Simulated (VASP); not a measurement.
KCl (rock salt) is relaxed at rising pressure, each step from the one before. Symmetry mostly holds the structure type, and other phases were not tried. The mesh follows the cell, and a change of mesh leaves a small step in the series.

Input:

```cif
data_Cl4K4
_chemical_formula_sum 'K4 Cl4'
_space_group_name_H-M_alt 'Fm-3m'
_space_group_IT_number 225
_space_group_name_Hall '-F 4 2 3'
_cell_length_a 6.08295
_cell_length_b 6.08295
_cell_length_c 6.08295
_cell_angle_alpha 90.000
_cell_angle_beta 90.000
_cell_angle_gamma 90.000
loop_
_atom_site_label
_atom_site_type_symbol
_atom_site_symmetry_multiplicity
_atom_site_Wyckoff_symbol
_atom_site_fract_x
_atom_site_fract_y
_atom_site_fract_z
_atom_site_occupancy
K1 K 4 a 0.00000 0.00000 0.00000 1
Cl1 Cl 4 b 0.50000 0.50000 0.50000 1
```
(The calculation used a cell of 2 atoms; values per cell refer to that cell.)

Method: LDA (Ceperley-Alder, Perdew-Zunger), VASP's LDA PAW potentials (set 64) (plane waves; VASP). Numerical set-up: 500 eV cut-off, 8×8×8 Γ-centred mesh, Gaussian smearing of 0.050 eV, potentials K_sv Cl.

```json
[
 {"P (GPa)": "0", "V (Å³/atom)": "28.14", "H − H(0) (eV/atom)": "0.000", "space group": "Fm-3m", "k-mesh": "8×8×8"},
 {"P (GPa)": "5", "V (Å³/atom)": "24.42", "H − H(0) (eV/atom)": "0.813", "space group": "Fm-3m", "k-mesh": "8×8×8"},
 {"P (GPa)": "10", "V (Å³/atom)": "…", "H − H(0) (eV/atom)": "…", "space group": "Fm-3m", "k-mesh": "8×8×8"},
 {"P (GPa)": "20", "V (Å³/atom)": "19.91", "H − H(0) (eV/atom)": "2.854", "space group": "Fm-3m", "k-mesh": "8×8×8"},
 {"P (GPa)": "30", "V (Å³/atom)": "18.37", "H − H(0) (eV/atom)": "4.046", "space group": "Fm-3m", "k-mesh": "9×9×9"},
 {"P (GPa)": "45", "V (Å³/atom)": "…", "H − H(0) (eV/atom)": "…", "space group": "Fm-3m", "k-mesh": "9×9×9"}
]
```

### Question
Fill in the missing entries.

### Answer

- 10, V (Å³/atom): 22.35
- 10, H − H(0) (eV/atom): 1.541
- 45, V (Å³/atom): 16.81
- 45, H − H(0) (eV/atom): 5.688

Pressures at which the relaxation failed are left out.

The compound is KCl in the rock salt structure.
